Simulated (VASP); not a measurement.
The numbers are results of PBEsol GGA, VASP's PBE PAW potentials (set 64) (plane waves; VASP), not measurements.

A VASP calculation is set up with these files.

### KPOINTS
```
Regular mesh
0
G
7 7 1
0 0 0
```

POSCAR:
```
Nb(111) slab
1
    4.6236872235     0.0000000000    -0.0000000000
   -2.3118431164     4.0042303104    -0.0000000000
    0.0000000000    -0.0000000000    24.2991539047
Nb
10
Direct
  0.0000000000   0.0000000000   0.3252150000
  0.6666670000   0.3333330000   0.3640560000
  0.3333330000   0.6666670000   0.4028970000
  0.0000000000   0.0000000000   0.4417380000
  0.6666670000   0.3333330000   0.4805790000
  0.3333330000   0.6666670000   0.5194210000
  0.0000000000   0.0000000000   0.5582620000
  0.6666670000   0.3333330000   0.5971030000
  0.3333330000   0.6666670000   0.6359440000
  0.0000000000   0.0000000000   0.6747850000
```

### INCAR
```
SIGMA = 0.1
ISIF = 2   # forces and stress, cell fixed
ENCUT = 400
NELMIN = 4
ISMEAR = 1
LASPH = .TRUE.   # aspherical one-centre terms
IDIPOL = 3
EDIFF = 1E-5
EDIFFG = -0.03   # ionic stop
ALGO = Normal
NELM = 100
LWAVE = .TRUE.
NSW = 50   # most ionic steps
IBRION = 2
LMAXMIX = 4
SYSTEM = Nb(111) slab
LDIPOL = .TRUE.
LCHARG = .FALSE.
GGA = PS
LREAL = .FALSE.   # projection in real space or not
PREC = Normal
DIPOL = 0.5 0.5 0.5
```

POTCAR, in this order: Nb_sv (PBE.64 set). Program: vasp_std.

Output

**OUTCAR**
```
 ion  position               nearest neighbor table
   1  0.000  0.000  0.325-   4 2.83   2 2.83   2 2.83   2 2.83
   2  0.667  0.333  0.364-   5 2.83   1 2.83   3 2.83   3 2.83   1 2.83   1 2.83   3 2.83
   3  0.333  0.667  0.403-   4 2.83   2 2.83   2 2.83   4 2.83   4 2.83   2 2.83   6 2.83
   4  0.000  0.000  0.442-   1 2.83   3 2.83   5 2.83   3 2.83   5 2.83   5 2.83   3 2.83   7 2.83
  LATTYP: Found a hexagonal cell.
 ALAT       =     4.6236872235
 C/A-ratio  =     5.2553628155
 Subroutine PRICEL returns:
 Original cell was already a primitive cell.
 Subroutine GETGRP returns: Found 12 space group operations
The static configuration has the point symmetry D_3d.
The dynamic configuration has the point symmetry D_3d.
 Subroutine INISYM returns: Found 12 space group operations
 Subroutine IBZKPT returns following result:
 Found      8 irreducible k-points:

 Following reciprocal coordinates:
            Coordinates               Weight
  0.000000  0.000000  0.000000      1.000000
  0.142857  0.000000  0.000000      6.000000
  0.285714  0.000000  0.000000      6.000000
  0.428571  0.000000  0.000000      6.000000
  0.142857  0.142857  0.000000      6.000000
  0.285714  0.142857  0.000000     12.000000
  0.428571  0.142857  0.000000      6.000000
  0.285714  0.285714  0.000000      6.000000
   k-points           NKPTS =      8   k-points in BZ     NKDIM =      8   number of bands    NBANDS=     78
   number of dos      NEDOS =    301   number of ions     NIONS =     10
   total plane-waves  NPLWV =  69120
   dimension x,y,z NGX =    24 NGY =   24 NGZ =  120
   dimension x,y,z NGXF=    48 NGYF=   48 NGZF=  240
   ions per type =              10
   PREC   = normal    normal or accurate (medium, high low for compatibility)
   ISTART =      0    job   : 0-new  1-cont  2-samecut
   ICHARG =      2    charge: 1-file 2-atom 10-const
   ISPIN  =      1    spin polarized calculation?
   LNONCOLLINEAR =      F non collinear calculations
   LSORBIT =      F    spin-orbit coupling
   INIWAV =      1    electr: 0-lowe 1-rand  2-diag
...
```

OSZICAR:
```
...
DAV:   8    -0.103264255834E+03    0.29523E-06   -0.14725E-04  1808   0.710E-02    0.240E-02
DAV:   9    -0.103264252959E+03    0.28744E-05   -0.69029E-05  1560   0.551E-02
   9 F= -.10326425E+03 E0= -.10326779E+03  d E =-.234374E-01
       N       E                     dE             d eps       ncg     rms          rms(c)
DAV:   1    -0.103257235957E+03    0.70199E-02   -0.17908E+00  1256   0.699E+00    0.230E-01
DAV:   2    -0.103269316107E+03   -0.12080E-01   -0.10105E-01  1556   0.182E+00    0.344E-01
DAV:   3    -0.103266310169E+03    0.30059E-02   -0.19415E-02  1840   0.856E-01    0.143E-01
DAV:   4    -0.103266019907E+03    0.29026E-03   -0.19699E-03  1960   0.242E-01    0.889E-02
DAV:   5    -0.103266055567E+03   -0.35661E-04   -0.38878E-04  2002   0.120E-01    0.319E-02
DAV:   6    -0.103266066014E+03   -0.10447E-04   -0.19978E-04  2184   0.764E-02    0.181E-02
DAV:   7    -0.103266060925E+03    0.50887E-05   -0.46252E-05  1314   0.413E-02
  10 F= -.10326606E+03 E0= -.10326949E+03  d E =-.252454E-01
       N       E                     dE             d eps       ncg     rms          rms(c)
DAV:   1    -0.103248818039E+03    0.17248E-01   -0.50665E+00  1304   0.116E+01    0.382E-01
DAV:   2    -0.103276630519E+03   -0.27812E-01   -0.25938E-01  1472   0.284E+00    0.416E-01
DAV:   3    -0.103275097528E+03    0.15330E-02   -0.39081E-02  1872   0.113E+00    0.257E-01
DAV:   4    -0.103273586921E+03    0.15106E-02   -0.68492E-03  2072   0.474E-01    0.147E-01
DAV:   5    -0.103273679425E+03   -0.92504E-04   -0.19131E-03  1864   0.268E-01    0.885E-02
DAV:   6    -0.103273593297E+03    0.86128E-04   -0.16836E-03  2064   0.251E-01    0.440E-02
DAV:   7    -0.103273553110E+03    0.40187E-04   -0.33089E-04  2152   0.107E-01    0.192E-02
DAV:   8    -0.103273549939E+03    0.31712E-05   -0.54500E-05  1448   0.422E-02
  11 F= -.10327355E+03 E0= -.10327703E+03  d E =-.748901E-02
       N       E                     dE             d eps       ncg     rms          rms(c)
DAV:   1    -0.103267155244E+03    0.63979E-02   -0.16694E+00  1312   0.668E+00    0.212E-01
DAV:   2    -0.103276291000E+03   -0.91358E-02   -0.84973E-02  1476   0.162E+00    0.240E-01
DAV:   3    -0.103275670379E+03    0.62062E-03   -0.12533E-02  1888   0.641E-01    0.143E-01
DAV:   4    -0.103275261658E+03    0.40872E-03   -0.20465E-03  2072   0.256E-01    0.852E-02
DAV:   5    -0.103275297076E+03   -0.35418E-04   -0.60513E-04  1848   0.151E-01    0.498E-02
DAV:   6    -0.103275274053E+03    0.23023E-04   -0.56600E-04  2144   0.143E-01    0.258E-02
DAV:   7    -0.103275258576E+03    0.15477E-04   -0.10067E-04  1720   0.614E-02    0.106E-02
DAV:   8    -0.103275257623E+03    0.95327E-06   -0.13265E-05   824   0.263E-02
  12 F= -.10327526E+03 E0= -.10327866E+03  d E =-.919670E-02
       N       E                     dE             d eps       ncg     rms          rms(c)
DAV:   1    -0.103274608521E+03    0.65006E-03   -0.16439E-01  1320   0.209E+00    0.639E-02
DAV:   2    -0.103275506457E+03   -0.89794E-03   -0.83073E-03  1476   0.507E-01    0.758E-02
DAV:   3    -0.103275438279E+03    0.68178E-04   -0.12057E-03  1904   0.198E-01    0.438E-02
DAV:   4    -0.103275405154E+03    0.33125E-04   -0.17294E-04  1664   0.756E-02    0.272E-02
DAV:   5    -0.103275411106E+03   -0.59521E-05   -0.60706E-05  1400   0.501E-02
  13 F= -.10327541E+03 E0= -.10327875E+03  d E =-.935018E-02
       N       E                     dE             d eps       ncg     rms          rms(c)
DAV:   1    -0.103274585096E+03    0.82006E-03   -0.16079E-01  1312   0.207E+00    0.649E-02
DAV:   2    -0.103275450558E+03   -0.86546E-03   -0.81825E-03  1476   0.500E-01    0.724E-02
DAV:   3    -0.103275408201E+03    0.42357E-04   -0.11676E-03  1896   0.194E-01    0.443E-02
DAV:   4    -0.103275369310E+03    0.38891E-04   -0.19115E-04  1656   0.798E-02    0.263E-02
DAV:   5    -0.103275376639E+03   -0.73289E-05   -0.70288E-05  1496   0.527E-02
  14 F= -.10327538E+03 E0= -.10327865E+03  d E =-.931571E-02
       N       E                     dE             d eps       ncg     rms          rms(c)
DAV:   1    -0.103266841947E+03    0.85274E-02   -0.21578E+00  1344   0.763E+00    0.252E-01
DAV:   2    -0.103276987324E+03   -0.10145E-01   -0.10572E-01  1548   0.174E+00    0.177E-01
DAV:   3    -0.103278111548E+03   -0.11242E-02   -0.12691E-02  1936   0.538E-01    0.186E-01
DAV:   4    -0.103277215916E+03    0.89563E-03   -0.32846E-03  2000   0.329E-01    0.983E-02
DAV:   5    -0.103277240965E+03   -0.25049E-04   -0.81380E-04  2000   0.175E-01    0.466E-02
DAV:   6    -0.103277216195E+03    0.24769E-04   -0.44716E-04  2090   0.122E-01    0.241E-02
DAV:   7    -0.103277201603E+03    0.14592E-04   -0.83964E-05  1600   0.579E-02    0.123E-02
DAV:   8    -0.103277200146E+03    0.14576E-05   -0.18580E-05   872   0.307E-02
  15 F= -.10327720E+03 E0= -.10328031E+03  d E =-.182351E-02
       N       E                     dE             d eps       ncg     rms          rms(c)
DAV:   1    -0.103277057815E+03    0.14379E-03   -0.45300E-02  1328   0.110E+00    0.346E-02
DAV:   2    -0.103277273802E+03   -0.21599E-03   -0.21912E-03  1522   0.254E-01    0.283E-02
DAV:   3    -0.103277294850E+03   -0.21048E-04   -0.30020E-04  1864   0.830E-02    0.274E-02
DAV:   4    -0.103277275517E+03    0.19333E-04   -0.61696E-05  1304   0.471E-02    0.150E-02
DAV:   5    -0.103277276857E+03   -0.13404E-05   -0.12934E-05   848   0.267E-02
  16 F= -.10327728E+03 E0= -.10328035E+03  d E =-.190022E-02
       N       E                     dE             d eps       ncg     rms          rms(c)
DAV:   1    -0.103276425424E+03    0.85009E-03   -0.17832E-01  1336   0.220E+00    0.707E-02
DAV:   2    -0.103277253326E+03   -0.82790E-03   -0.86872E-03  1514   0.499E-01    0.488E-02
DAV:   3    -0.103277354149E+03   -0.10082E-03   -0.10722E-03  1944   0.150E-01    0.525E-02
DAV:   4    -0.103277282077E+03    0.72072E-04   -0.26237E-04  1736   0.931E-02    0.282E-02
DAV:   5    -0.103277285167E+03   -0.30901E-05   -0.59524E-05  1448   0.498E-02
  17 F= -.10327729E+03 E0= -.10328029E+03  d E =-.190853E-02
       N       E                     dE             d eps       ncg     rms          rms(c)
DAV:   1    -0.103277205758E+03    0.76319E-04   -0.20987E-02  1336   0.754E-01    0.245E-02
DAV:   2    -0.103277308741E+03   -0.10298E-03   -0.99861E-04  1498   0.177E-01    0.224E-02
DAV:   3    -0.103277311400E+03   -0.26586E-05   -0.16303E-04  1760   0.672E-02    0.187E-02
DAV:   4    -0.103277302851E+03    0.85494E-05   -0.24875E-05  1080   0.323E-02
  18 F= -.10327730E+03 E0= -.10328034E+03  d E =-.192621E-02
       N       E                     dE             d eps       ncg     rms          rms(c)
DAV:   1    -0.103277211830E+03    0.99570E-04   -0.19079E-02  1336   0.717E-01    0.250E-02
DAV:   2    -0.103277299219E+03   -0.87389E-04   -0.93146E-04  1544   0.162E-01    0.184E-02
DAV:   3    -0.103277307306E+03   -0.80867E-05   -0.98196E-05  1504   0.485E-02    0.176E-02
DAV:   4    -0.103277300992E+03    0.63139E-05   -0.28504E-05  1082   0.342E-02
  19 F= -.10327730E+03 E0= -.10328035E+03  d E =-.192435E-02
       N       E                     dE             d eps       ncg     rms          rms(c)
DAV:   1    -0.103276208138E+03    0.10992E-02   -0.26085E-01  1248   0.259E+00    0.835E-02
DAV:   2    -0.103277523318E+03   -0.13152E-02   -0.13665E-02  1642   0.604E-01    0.721E-02
DAV:   3    -0.103277553302E+03   -0.29984E-04   -0.15372E-03  1896   0.220E-01    0.618E-02
DAV:   4    -0.103277462536E+03    0.90766E-04   -0.34149E-04  1838   0.112E-01    0.289E-02
DAV:   5    -0.103277482214E+03   -0.19678E-04   -0.12997E-04  1668   0.665E-02    0.207E-02
DAV:   6    -0.103277476524E+03    0.56902E-05   -0.68023E-05  1408   0.503E-02
  20 F= -.10327748E+03 E0= -.10328061E+03  d E =-.175532E-03
```

### OUTCAR
```
------------------------ aborting loop because EDIFF is reached ----------------------------------------
  FORCE on cell =-STRESS in cart. coord.  units (eV):
  Direction    XX          YY          ZZ          XY          YZ          ZX
  --------------------------------------------------------------------------------------
  Total       -3.0812330     -3.0812325     -1.1369063     -0.0000004      0.0000000      0.0000000
  in kB      -10.9732802    -10.9732786     -4.0488959     -0.0000014      0.0000000      0.0000000
  external PRESSURE =      -8.6651516 kB  Pullay stress =       0.0000000 kB
  volume of cell :      449.88
      direct lattice vectors                 reciprocal lattice vectors
     4.623687224  0.000000000  0.000000000     0.216277605  0.124867916  0.000000000
    -2.311843116  4.004230310  0.000000000     0.000000000  0.249735885  0.000000000
     0.000000000  0.000000000 24.299153905     0.000000000  0.000000000  0.041153696
 POSITION                                       TOTAL-FORCE (eV/Angst)
 -----------------------------------------------------------------------------------
      0.00000      0.00000      8.20074        -0.000000     -0.000000      0.022565
      2.31185      1.33474      8.93506         0.000000      0.000000     -0.004891
     -0.00000      2.66949      9.72988        -0.000000     -0.000000     -0.001914
      0.00000      0.00000     10.77403        -0.000000      0.000000     -0.017313
      2.31185      1.33474     11.70260        -0.000000      0.000000     -0.003957
     -0.00000      2.66949     12.59655         0.000000     -0.000000      0.003957
     -2.31184      4.00423     13.52512        -0.000000     -0.000000      0.017313
      2.31185      1.33474     14.56927         0.000000      0.000000      0.001914
     -0.00000      2.66949     15.36410        -0.000000     -0.000000      0.004891
      0.00000      0.00000     16.09842        -0.000000      0.000000     -0.022565
 -----------------------------------------------------------------------------------
    total drift:                                0.000000     -0.000000      0.000000
  FREE ENERGIE OF THE ION-ELECTRON SYSTEM (eV)
  ---------------------------------------------------
  free  energy   TOTEN  =      -103.2774765241 eV

  energy  without entropy=     -103.2868680714  energy(sigma->0) =     -103.28060704

 reached required accuracy - stopping structural energy minimisation
```
(Selected blocks of OUTCAR.)

**CONTCAR**
```
Nb(111) slab
   1.00000000000000
     4.6236872235000002    0.0000000000000000    0.0000000000000000
    -2.3118431164000000    4.0042303103999997    0.0000000000000000
     0.0000000000000000    0.0000000000000000   24.2991539046999989
  Nb
    10
Direct
     0.0000000000000000    0.0000000000000000    0.3374906269771428
     0.6666669999999968    0.3333330000000032    0.3677106363980546
     0.3333330000000032    0.6666669999999968    0.4004204909821831
     0.0000000000000000    0.0000000000000000    0.4433911181149172
     0.6666669999999968    0.3333330000000032    0.4816052460377472
     0.3333330000000032    0.6666669999999968    0.5183947539622529
     0.0000000000000000    1.0000000000000000    0.5566088818850828
     0.6666669999999968    0.3333330000000032    0.5995795090178170
     0.3333330000000032    0.6666669999999968    0.6322893636019451
     0.0000000000000000    0.0000000000000000    0.6625093730228568
```

File OUTCAR:
```
 val. band max:        2.1708997206   @ k =   0.2857   0.2857   0.0000

 cond. band min:       2.2264406657   @ k =   0.2857   0.0000   0.0000


 Fermi energy:         2.1984961527

 k-point     1 :       0.0000    0.0000    0.0000
  band No.  band energies     occupation
      1     -52.2763      2.00000
      2     -52.2698      2.00000
      3     -52.0719      2.00000
      4     -52.0562      2.00000
      5     -51.8839      2.00000
      6     -51.7500      2.00000
      7     -51.7439      2.00000
      8     -51.7136      2.00000
      9     -51.6528      2.00000
     10     -51.5681      2.00000
     11     -28.8515      2.00000
     12     -28.6880      2.00000
     13     -28.5920      2.00000
     14     -28.5920      2.00000
     15     -28.5859      2.00000
     16     -28.5859      2.00000
     17     -28.4820      2.00000
     18     -28.4820      2.00000
     19     -28.4504      2.00000
     20     -28.4504      2.00000
     21     -28.4243      2.00000
     22     -28.3175      2.00000
     23     -28.3175      2.00000
     24     -28.2911      2.00000
     25     -28.1318      2.00000
     26     -28.1002      2.00000
     27     -28.1001      2.00000
     28     -28.0191      2.00000
     29     -27.7586      2.00000
     30     -27.7561      2.00000
     31     -27.7561      2.00000
     32     -27.5761      2.00000
     33     -27.5687      2.00000
     34     -27.5516      2.00000
     35     -27.5516      2.00000
     36     -27.4658      2.00000
     37     -27.4658      2.00000
     38     -27.3317      2.00000
     39     -27.3317      2.00000
     40     -27.2640      2.00000
     41      -3.4044      2.00000
     42      -2.3280      2.00000
     43      -1.5313      2.00000
     44      -1.5313      2.00000
     45      -0.9235      2.00000
     46      -0.6871      2.00000
     47      -0.6871      2.00000
     48       0.1883      2.00000
     49       0.4238      2.00000
     50       0.4238      2.00000
     51       0.5431      2.00000
...
```

The cell is a thin slab with vacuum, built from Nb (bcc): (111) face.
